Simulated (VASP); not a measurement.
# PtSb (relaxed from the wurtzite structure, space group P6_3mc): computed properties

Calculation: r2SCAN meta-GGA, VASP's PBE PAW potentials (set 64) (plane waves; VASP).

For PtSb, the space group is P6_3mc (186), the cell is a = 4.339 Å, b = 4.339 Å, c = 6.433 Å, α = 90.00°, β = 90.00°, γ = 120.00° and the volume per atom comes out as 26.21 Å³/atom. The band gap (over mesh and band path) is none (metal, semimetal or under 0.01 eV) and the density is 10.04 g/cm³.

```
PtSb
1.0
    4.33852     0.00000     0.00000
   -2.16926     3.75727     0.00000
    0.00000     0.00000     6.43257
Pt Sb
2 2
Direct
  0.33333   0.66667   0.98737
  0.66667   0.33333   0.48737
  0.33333   0.66667   0.38763
  0.66667   0.33333   0.88763
```

Unless said otherwise, spin-orbit coupling is left out, though it shifts the bands of the heavy elements here.

The structure was generated: PtSb was put into the wurtzite type (P6_3mc), which need not be its known phase. It was relaxed first, which changed the volume by -18 %. Symmetry was kept, so distortions that lower it aren't found.
